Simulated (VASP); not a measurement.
Data:

```yaml
crystal:
  lattice:
    - [3.87646, 0.00000, 0.00000]
    - [0.00000, 3.87646, 0.00000]
    - [0.00000, 0.00000, 3.87646]
  atoms:
    - { symbol: Ti, position: [0.00000, 0.00000, 0.00000] }
    - { symbol: Pt, position: [0.00000, 0.50000, 0.50000] }
    - { symbol: Pt, position: [0.50000, 0.00000, 0.50000] }
    - { symbol: Pt, position: [0.50000, 0.50000, 0.00000] }
```

Calculation: SCAN meta-GGA, VASP's PBE PAW potentials (set 64) (plane waves; VASP). Settings: 520 eV cut-off, 9×9×9 Γ-centred mesh, tetrahedra with Blöchl corrections, potentials Ti_sv Pt.

Task: Give the energies of bands 11 to 24 at the high-symmetry points, in eV from the Fermi level.

Result: 
```tsv
band	Γ	X	M	R
11	-7.38	-5.60	-5.31	-4.92
12	-3.90	-5.08	-5.31	-3.98
13	-3.90	-4.86	-4.84	-3.98
14	-3.90	-4.86	-4.84	-3.98
15	-1.85	-4.02	-4.54	-3.23
16	-1.85	-3.48	-3.50	-3.23
17	-0.50	-2.92	-3.42	-1.28
18	0.13	-2.89	-3.42	-1.13
19	0.13	-2.89	-2.66	-1.13
20	0.13	-1.52	-2.45	-1.13
21	1.17	-0.27	-2.45	-0.42
22	1.17	-0.27	0.22	-0.42
23	1.17	0.13	0.22	-0.42
24	1.55	0.58	0.49	1.28
```

It has no gap at this level: it comes out as a metal or semimetal.

The compound is Pt3Ti in the L1_2 structure. It was relaxed first.
